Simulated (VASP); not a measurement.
Here is the system:

```xyz
2
Lattice="1.4673 -2.5415 0.0000 1.4673 2.5415 0.0000 0.0000 0.0000 4.6312" Properties=species:S:1:pos:R:3 pbc="T T T"
Ti     1.4673     0.8472     1.1578
Ti     1.4673    -0.8472     3.4734
```

Level of theory: r2SCAN meta-GGA, VASP's PBE PAW potentials (set 64) (plane waves; VASP). Run with 480 eV cut-off, 14×14×8 Γ-centred mesh, first-order Methfessel-Paxton smearing of 0.10 eV, potentials Ti_sv.

Energy and stress use the plane-wave basis of the starting cell.

Question: The ions, cell shape and volume at an external pressure of 10.0 GPa are relaxed. Give the cell that the relaxation ends in.

Answer: 
```xyz
2
Lattice="1.4332 -2.4824 0.0000 1.4332 2.4824 0.0000 0.0000 0.0000 4.5231" Properties=species:S:1:pos:R:3 pbc="T T T"
Ti     1.4332     0.8275     1.1308
Ti     1.4332    -0.8275     3.3923
```
Space group P6_3/mmc (194), at a tolerance of 0.03 Å.

Question: How do energy and volume change from the first to the last step?

Answer: The energy (σ→0) changes by +36.1 meV/atom and the volume by -6.8 %, in 4 ionic steps.

```
step  E(σ→0) (eV)  max force (eV/Å)  pressure (GPa)  volume (Å³)
----  -----------  ----------------  --------------  -----------
1        -25.9001             0.000            0.33        34.54
2        -25.5532             0.000           24.72        29.59
3        -25.8306             0.000            9.79        32.23
4        -25.8278             0.000           10.01        32.18
```

The compound is Ti in the hcp structure. This run relaxes it under an external pressure of 10 GPa. Symmetry was kept, so distortions that lower it aren't found.
